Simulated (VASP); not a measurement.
Input:

```
CELL_PARAMETERS angstrom
      0.00000     2.05000     2.05000
      2.05000     0.00000     2.05000
      2.05000     2.05000     0.00000
ATOMIC_POSITIONS crystal
  V  0.00000 0.00000 0.00000
  N  0.50000 0.50000 0.50000
```

The numbers are results of optB86b-vdW, VASP's PBE PAW potentials (set 64) (plane waves; VASP), not measurements. Numerical set-up: 520 eV cut-off, Gaussian smearing of 0.050 eV, potentials V_sv N.

Q: Give the energies of bands 6 to 12 at the high-symmetry points, in eV from the Fermi level.

A: 
| band | Γ | X | U | L | W |
|---|---|---|---|---|---|
| 6 | -2.22 | -6.65 | -6.55 | -8.95 | -6.23 |
| 7 | -2.22 | -3.86 | -6.51 | -6.14 | -6.23 |
| 8 | -2.22 | -3.65 | -5.06 | -6.14 | -6.00 |
| 9 | -1.55 | -3.65 | -1.17 | 0.62 | 0.15 |
| 10 | -1.55 | 0.55 | 0.88 | 0.62 | 0.15 |
| 11 | -1.55 | 1.24 | 1.34 | 1.51 | 1.25 |
| 12 | -0.45 | 1.24 | 2.76 | 5.12 | 2.26 |

It has no gap at this level: it comes out as a metal or semimetal.

The compound is VN in the rock salt structure, which distorts at low temperature. It was relaxed first. The run is not spin-polarised, so no magnetic state was tried. VASP warned that the highest band is occupied, so more bands are needed.
